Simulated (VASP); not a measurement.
OSZICAR of a VASP run on PtSe$_{2}$ (1T layered):

File OSZICAR:
```
       N       E                     dE             d eps       ncg     rms          rms(c)
DAV:   1     0.952551212930E+02    0.95255E+02   -0.88113E+03  1932   0.104E+03
DAV:   2    -0.129374160754E+02   -0.10819E+03   -0.10603E+03  2406   0.215E+02
DAV:   3    -0.167139659994E+02   -0.37765E+01   -0.37550E+01  2252   0.432E+01
DAV:   4    -0.167394661582E+02   -0.25500E-01   -0.25498E-01  2308   0.386E+00
DAV:   5    -0.167397378110E+02   -0.27165E-03   -0.27165E-03  2308   0.377E-01    0.130E+01
DAV:   6    -0.161466699375E+02    0.59307E+00   -0.53454E+00  1895   0.225E+01    0.780E+00
DAV:   7    -0.159327013798E+02    0.21397E+00   -0.99354E-01  1888   0.107E+01    0.379E+00
DAV:   8    -0.159074969694E+02    0.25204E-01   -0.73974E-02  1979   0.198E+00    0.876E-01
DAV:   9    -0.159036538939E+02    0.38431E-02   -0.99808E-03  2084   0.105E+00    0.202E-01
DAV:  10    -0.159036958072E+02   -0.41913E-04   -0.13376E-03  2070   0.271E-01    0.382E-02
DAV:  11    -0.159036944480E+02    0.13592E-05   -0.50274E-05  2350   0.710E-02    0.212E-02
DAV:  12    -0.159036946631E+02   -0.21507E-06   -0.53867E-06  2000   0.197E-02    0.342E-03
DAV:  13    -0.159036947910E+02   -0.12788E-06   -0.62359E-07  2469   0.612E-03    0.116E-03
DAV:  14    -0.159036947943E+02   -0.33506E-08   -0.66207E-08  2161   0.223E-03
   1 F= -.15903695E+02 E0= -.15903694E+02  d E =-.159037E+02
       N       E                     dE             d eps       ncg     rms          rms(c)
DAV:   1    -0.159037062724E+02   -0.11481E-04   -0.76710E-04  1860   0.165E-01    0.127E-02
DAV:   2    -0.159037082342E+02   -0.19618E-05   -0.28697E-05  2343   0.338E-02    0.683E-03
DAV:   3    -0.159037080365E+02    0.19764E-06   -0.72378E-07  2028   0.867E-03    0.382E-03
DAV:   4    -0.159037079074E+02    0.12917E-06   -0.72707E-08  2273   0.288E-03    0.183E-03
DAV:   5    -0.159037078143E+02    0.93094E-07   -0.10835E-08  1182   0.825E-04    0.192E-04
DAV:   6    -0.159037078119E+02    0.23281E-08   -0.20664E-09  1028   0.368E-04
   2 F= -.15903708E+02 E0= -.15903709E+02  d E =-.130176E-04
       N       E                     dE             d eps       ncg     rms          rms(c)
DAV:   1    -0.159037097766E+02   -0.19623E-05   -0.46537E-04  1874   0.129E-01    0.994E-03
DAV:   2    -0.159037109277E+02   -0.11511E-05   -0.17492E-05  2336   0.263E-02    0.532E-03
DAV:   3    -0.159037107848E+02    0.14293E-06   -0.44214E-07  2028   0.677E-03    0.296E-03
DAV:   4    -0.159037106876E+02    0.97111E-07   -0.44281E-08  2095   0.225E-03    0.143E-03
DAV:   5    -0.159037106149E+02    0.72704E-07   -0.70450E-09  1077   0.660E-04    0.152E-04
DAV:   6    -0.159037106129E+02    0.20241E-08   -0.13344E-09  1000   0.295E-04
   3 F= -.15903711E+02 E0= -.15903714E+02  d E =-.280097E-05
```

**Question.** Which electronic solver shows in the log?

**Answer.** It is blocked Davidson (ALGO = Normal, or the opening steps of other solvers). The INCAR had ALGO = Normal.

**Question.** Can the final energy be trusted as converged?

**Answer.** The calculation finished and met its thresholds. It stopped with EDIFF = 1E-8, NELM = 100, NSW = 30 and EDIFFG = -0.001 after 3 ionic steps (PBEsol GGA, plane waves, VASP's PBE PAW potentials (set 64)). Without a dispersion term in the relaxation, distances and binding between the weakly bound layers, chains or molecules are unreliable, and so is what depends on them.

The compound is PtSe2 in the 1T layered structure. This run relaxes the ions in a fixed cell. Symmetry was kept, so distortions that lower it aren't found. The start is the result of an earlier pass.
